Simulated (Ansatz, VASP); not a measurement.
**Cross-check of HfC between VASP and Ansatz**

Aim: how closely do two programs agree when they are given the same cell, functional and k mesh? The cell is taken from a series of runs on this material, whose earlier steps may have relaxed, scaled, displaced or heated it; both programs get it as it stands.

Program: Ansatz 0.2.0. Level of theory: plane waves, with VASP 6.6.1 beside it; zone-centre phonons at PBEsol. Results are calculated unless marked as measured.

### Step 1. The starting structure

Symmetry: I4/mmm, No. 139, tetragonal system. Conventional cell: a = 3.263 Å, b = 3.263 Å, c = 4.561 Å, α = 90.00°, β = 90.00°, γ = 90.00°. Nearest to C lie 6 Hf at 2.28 to 2.31 Å. Nearest to Hf lie 6 C at 2.28 to 2.31 Å. Farther neighbours are not listed.

### Step 2. Ansatz: zone-centre phonons, PBEsol

Ansatz runs on its PAW soft_1 files.

Second derivatives magnify differences that forces hide, and they need a tight electronic threshold.

File input.yaml:

```yaml
crystal:
  lattice:
    - [0.0, 2.3074074422, 2.2805442698]
    - [2.3074074422, 0.0, 2.2805442698]
    - [2.3074074422, 2.3074074422, 0.0]
  atoms:
    - { symbol: C, position: [0.0, 0.0, 0.0] }
    - { symbol: Hf, position: [0.5, 0.5, 0.5] }
kpoints:
  mp_grid: { grid: [16, 16, 16] }
hamiltonian:
  xc: pbesol
  pseudopotentials: { kind: paw, azcp: { folder: soft_1 }, xc_functional: pbe }
scf:
  occupations: { method: methfessel_paxton, width: 0.2 }
output:
  eigenvalues: true
phonons:
  method: dfpt
```

Command:

```bash
$ ansatz run input.yaml --threads 4 --pin off --max-ram 10240MiB --backend cpu --events-out ev --progress --plain --runs-dir out
```

Numbers of over 12 decimals in the logs are rounded to 6 here.

Output:

```text
zone centre: on kpoints.mp_grid the ground state, and the responses unless they are solved on pairs of k-points, stand on 621 of the mesh's 4096 k-points, reduced under 8 symmetry operations, with k and −k counted as one. Each operation leaves every solved displacement unchanged or reverses it
Engine: ansatz 0.2.0, aarch64-unknown-linux-gnu
Pseudopotentials: kind: paw
Pseudopotential: C, paw, valence charge 4, recommended cutoff 420 eV (normal), soft_1/C.paw.azcp
Pseudopotential: Hf, paw, valence charge 26, recommended cutoff 420 eV (normal), soft_1/Hf.paw.azcp
Functional definition: PBEsol
  exchange = pbesol_x
  correlation = pbesol_c
Crystal: 2 atoms, lattice volume = 24.284 Å³
Basis set: ecut = 420 eV, 499 PW (Γ), exchange–correlation on 48×48×48 points (8 copies of the dense FFT grid, shifted against one another)
Bands: 19, of which v1, the nominal top of the filled ones, is band 15 counted from 1 (14 counted from 0)
Symmetry: 16 space group operations
k-points: 621 of 4096 (irreducible under 8 space group operations)
Non-local potential: C, projectors of the file, l = 0: 2, l = 1: 2, l = 2: 1
Non-local potential: Hf, projectors of the file, l = 0: 3, l = 1: 2, l = 2: 2, l = 3: 3
PAW form: soft (Blöchl's): semilocal exchange-correlation on the pseudo side does not see the compensation charge
PAW frozen core: C, regenerated for the run's functional, and the local potential with it (the file was generated under x = pbe(κ = 0.804, μ = 0.219515), c = pbe(β = 0.066725))
PAW frozen core: Hf, regenerated for the run's functional, and the local potential with it (the file was generated under x = pbe(κ = 0.804, μ = 0.219515), c = pbe(β = 0.066725))
PAW one-centre angular grid: C, 110 points (default); XC on 64 Gauss nodes
PAW one-centre angular grid: Hf, 590 points (default); XC on 64 Gauss nodes
Initial density: superposition of atomic densities (chi_scale 0.1, normalization cell, long waves kept (reshape's long-wave potential 0.00 eV rms))
Initial wavefunctions: pseudopotential atomic-orbital guess
Functional: x = pbesol(κ = 0.804, μ = 0.123457), c = pbesol(β = 0.046)
SCF iter   1: F=—  HF=-15848.060149 eV  |F-HF|=—  |Δ(HF+E_count)|=         —  Δρ=8.74e-2  dr2=2.50e0  ethr=3.10e-3  ⟨swp⟩=4.8  Hψ=51707  notcnv=0
preconditioner: auto → Kerker (q_TF=auto, 2.826 Å⁻¹)  [metal: Δε(μ)=0.032 eV  Ē_g=17.671 eV  σ=0.200 eV  W_gap=0.13  n_scr=14 (ndim 8)  ℏωp=39.9 eV  f_vac=0.000  D(μ)=0.21/eV (n_scr^D=0)]
SCF iter   2: F=—  HF=-15847.541706 eV  |F-HF|=—  |Δ(HF+E_count)|=   5.18e-1  S|Δr|=    0.00e0  Δρ=3.37e-2  dr2=2.74e-1  ethr=3.10e-3  ⟨swp⟩=2.5  Hψ=21932  notcnv=0  defer=1
SCF iter   3: F=—  HF=-15847.485856 eV  |F-HF|=—  |Δ(HF+E_count)|=   5.59e-2  S|Δr|=    0.00e0  Δρ=1.42e-2  dr2=3.00e-2  ethr=9.15e-4  ⟨swp⟩=2.0  Hψ=21225  notcnv=0
SCF iter   4: F=—  HF=-15847.477936 eV  |F-HF|=—  |Δ(HF+E_count)|=   7.92e-3  S|Δr|=    0.00e0  Δρ=8.25e-3  dr2=7.75e-3  ethr=1.00e-4  ⟨swp⟩=2.1  Hψ=21176  notcnv=0
SCF iter   5: F=—  HF=-15847.478112 eV  |F-HF|=—  |Δ(HF+E_count)|=   1.76e-4  S|Δr|=    0.00e0  Δρ=1.45e-3  dr2=2.76e-4  ethr=2.58e-5  ⟨swp⟩=2.3  Hψ=19929  notcnv=0
SCF iter   6: F=—  HF=-15847.478074 eV  |F-HF|=—  |Δ(HF+E_count)|=   3.74e-5  S|Δr|=    0.00e0  Δρ=2.55e-4  dr2=1.60e-5  ethr=9.19e-7  ⟨swp⟩=2.4  Hψ=19814  notcnv=0
SCF iter   7: F=—  HF=-15847.478077 eV  |F-HF|=—  |Δ(HF+E_count)|=   2.78e-6  S|Δr|=    0.00e0  Δρ=7.14e-5  dr2=8.55e-7  ethr=5.32e-8  ⟨swp⟩=2.4  Hψ=21773  notcnv=0
SCF iter   8: F=—  HF=-15847.478078 eV  |F-HF|=—  |Δ(HF+E_count)|=   8.67e-7  S|Δr|=    0.00e0  Δρ=1.39e-5  dr2=2.52e-8  ethr=2.85e-9  ⟨swp⟩=2.9  Hψ=22527  notcnv=0
SCF iter   9: F=—  HF=-15847.478078 eV  |F-HF|=—  |Δ(HF+E_count)|=   3.46e-8  S|Δr|=    0.00e0  Δρ=2.68e-6  dr2=1.45e-9  ethr=8.41e-11  ⟨swp⟩=2.4  Hψ=20258  notcnv=0
SCF iter  10: F=—  HF=-15847.478078 eV  |F-HF|=—  |Δ(HF+E_count)|=  9.37e-10  S|Δr|=    0.00e0  Δρ=4.17e-7  dr2=2.86e-11  ethr=4.84e-12  ⟨swp⟩=2.5  Hψ=22342  notcnv=0
SCF iter  11: F=-15847.478078 eV  HF=-15847.478078 eV  |F-HF|=5.46e-12  |Δ(HF+E_count)|=  9.09e-12  S|Δr|=    0.00e0  Δρ=5.68e-8  dr2=4.47e-13  ethr=1.00e-12  ⟨swp⟩=8.1  Hψ=71832  notcnv=0
SCF 1 converged in 11 iterations: F = -15847.478078 eV  dr2 = 4.47e-13
  greatest PAW one-centre occupation: 0.998 electrons in one spin orbital (limit 2), on the Hf atom at site 1 (counted from 0), in its partial waves of l = 0
DFPT response loops at Γ: preconditioner auto → Kerker (q_TF=auto, 2.826 Å⁻¹) (partly filled bands, converged f_vac=0.000); β = 1.00, the filter's whole step (`scf.mixing.beta` (0.50) is not read by the response loops under this deck's `scf.mixing.preconditioner`; to damp them name `kerker` or `kerker_dos`, under which they read `scf.mixing.beta`, and type it under 1.00, their step now; both keys bind the ground state too); Broyden in place of MSR1
SCF converged after 11 iterations
Stability not checked: this state was not tested for a lower state beside it, because cold or Methfessel-Paxton smearing, or corrected tetrahedra, fill the levels in a way that the test cannot read (fill_not_monotonic; see scf.lower_state_search)
Free energy (F): -15847.478078 eV
Harris-Foulkes:  -15847.478078 eV  (|F-HF|=5.46e-12)
Internal energy: -15847.477380 eV  (E = F + TS)
E sigma→0 (E₀):  -15847.477904 eV
Entropy (-TS):   -0.000698 eV (-0.349 meV/atom)
Fermi energy:    19.128873 eV
Step filling:    the computed levels leave a gap of 0.0013 eV = 0.0 smearing widths at the electron count; against every level under it full and every level over it empty, smearing changes F+E_penalty+E_count by -0.694 meV and its σ→0 estimate by -0.520 meV
--- Per-component energies (eV) ---
  E_band       = 85.346732
  E_kinetic    = 495.491742
  E_local      = -6135.546095  (includes V_loc(G=0)·N_el)
  E_nonlocal   = 91.385780
  E_hartree    = 3010.572824
  E_xc         = -312.636907
  E_vxc        = -314.263410  (∫ρ·V_xc dr)
  E_paw        = -7673.795734  (= ΣΔE_a)
  E_vpaw       = -72.866987  (= ΣTr[D̂ρ^β])
  E_aug_tail   = 0.000107  (compensation charges beyond the density's cutoff)
  E_ewald      = -5324.221254
  E_core_change = 1.272157  (= ΣΔE_core)
  E_smearing   = -0.000698  (= −TS)
  E_closure    = 0.000000  (closes the sum)
  Σ components = -15847.478078   (vs F -15847.478078, Δ=0.00e0)
--- Band table (eV; the first three rows and the last of 621) ---
  k-point 0: bands = [... 11 lower, 8.3315, 20.2094, 20.2094, 20.2797, 20.4086, 20.4086, 20.5388, 22.4851]
  k-point 1: bands = [... 11 lower, 8.3309, 19.4013, 19.6275, 19.6943, 20.6716, 20.7319, 21.0388, 23.0162]
  k-point 2: bands = [... 11 lower, 8.3311, 18.3203, 18.7849, 18.8488, 21.0242, 21.0727, 21.4838, 24.1300]
  k-point 620: bands = [... 11 lower, 8.5885, 16.6421, 17.1390, 19.0665, 19.0665, 24.5979, 26.0891, 26.0891]
--- Phonons (Γ-DFPT): 4 representative perturbations + reference, on 621 of 4096 k-points (Σ response iterations 12) ---
  k mesh reduced under 8 symmetry operations, with k and −k counted as one. Each operation leaves every solved displacement unchanged or reverses it
  ASR residual: 3.106e-5 → 0.000e0 eV/Å²; symmetrization residual: 1.004e-6 eV/Å²
  ASR residual per site (eV/Å²): 1.31e-5 3.11e-5
  Γ frequencies (cm⁻¹): 0.00 0.00 0.00 447.04 447.04 482.64
  non-analytic LO–TO correction: not included (Born effective charges unavailable; polar crystals: no LO–TO splitting at Γ)
```

Reading the cycles: dr2 is the Hartree energy of the density residual (eV), the measure of convergence; HF is the Harris–Foulkes estimate of the energy, which meets the free energy F at convergence.

[end of part 1 of 2]

[Lines on the potential files, build, host, timing and source positions are cut from VASP's logs without a mark.]

[Logs are printed without paths, hosts, clocks, repeated set-up lines and the standing remarks that a program may print on its own settings, such as how far it seeks lower states.]

[Hosts, paths, dates, database ids (printed as entryN), source tags and the programs' standing remarks are cut or masked in the printed files.]
